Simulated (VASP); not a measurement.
The cell holds one C (graphite) monolayer, with vacuum along c.

Here is the system:

```
CELL_PARAMETERS angstrom
      2.46533     0.00000     0.00000
     -1.23267     2.13504     0.00000
      0.00000     0.00000    15.87148
ATOMIC_POSITIONS crystal
  C  0.00000 0.00000 0.50000
  C  0.66667 0.33333 0.50000
```

These are optB88-vdW, VASP's PBE PAW potentials (set 64) (plane waves; VASP) values and carry that method's errors. Run with 500 eV cut-off, 24×24×1 Γ-centred mesh, first-order Methfessel-Paxton smearing of 0.10 eV, potentials C.

Task: Predict its energy to cut it from the bulk, per area, work function, band gap (on the k-mesh).

Result: 
| Property | Result |
|---|---|
| energy to cut it from the bulk, per area | 26.5 meV/Å² |
| work function | 4.41 eV |
| band gap (on the k-mesh) | none (metal, semimetal or under 0.01 eV) |

The cell is a sheet with vacuum, built from C (graphite).
